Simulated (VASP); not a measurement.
An input for Quantum ESPRESSO's pw.x (written as the equivalent of a VASP run, and not itself run):

```
&CONTROL
  calculation = 'scf'
  pseudo_dir = './pseudo'
  outdir = './out'
  tprnfor = .true.
  tstress = .true.
/
&SYSTEM
  ibrav = 0
  nat = 6
  ntyp = 2
  ecutwfc = 84
  occupations = 'tetrahedra'
  input_dft = 'pbesol'
/
&ELECTRONS
  conv_thr = 7.3e-09
  electron_maxstep = 100
/
ATOMIC_SPECIES
  Ge 72.630 Ge.upf
  Pt 195.084 Pt.upf
CELL_PARAMETERS angstrom
    -3.0194607    3.0194607    2.7510485
     3.0194607   -3.0194607    2.7510485
     3.0194607    3.0194607   -2.7510485
ATOMIC_POSITIONS crystal
  Ge   0.1499609  0.6499609  0.7999219
  Ge   0.3500391  0.1499609  0.5000000
  Ge   0.6499609  0.8500391  0.5000000
  Ge   0.8500391  0.3500391  0.2000781
  Pt   0.7500000  0.7500000  0.0000000
  Pt   0.2500000  0.2500000  0.0000000
K_POINTS automatic
  9 9 9 0 0 0
```

### Question
Write the VASP files for the same calculation (PBEsol).

### Answer
Several could match; the one computed here: 
File KPOINTS:
```
Automatic mesh
0
Gamma
9 9 9
0 0 0
```

File POSCAR:
```
Ge2Pt
6.0389210
 -0.5000000396   0.5000000396   0.4555529945
  0.5000000396  -0.5000000396   0.4555529945
  0.5000000396   0.5000000396  -0.4555529945
Ge Pt
4 2
Cartesian
  0.6499609830   0.1499609434  -0.0000000001
  0.1499609433   0.3500390963   0.0000000000
  0.3500390963   0.1499609433   0.4555529945
 -0.1499609434   0.3500390962   0.4555529946
 -0.0000000000   0.0000000000   0.6833294918
  0.0000000000   0.0000000000   0.2277764973
```

INCAR:
```
ALGO=Normal
EDIFF=1E-7
ENCUT=400
GGA=PS
ISIF=2
ISMEAR=-5
LASPH=T
LCHARG=T
LEFG=T
LMAXMIX=6
LORBIT=11
LREAL=F
LWAVE=F
NEDOS=601
NELM=100
PREC=Accurate
SYSTEM=Ge2Pt
```

POTCAR, in this order: Ge_d Pt (PBE.64 set). Program: vasp_std.

Limits of the translation: the potentials are each code's own (VASP's PAW set, PseudoDojo norm-conserving files in pw.x), so ENCUT and ecutwfc are chosen apart and not converted; conv_thr bounds pw.x's estimated SCF error, while EDIFF bounds the energy change between steps; the field gradients of LEFG aren't asked of the other code.

The structure was generated: Ge2Pt was put into the Al2Cu type (I4/mcm), which need not be its known phase. It was relaxed first, which changed the volume by -10 %.
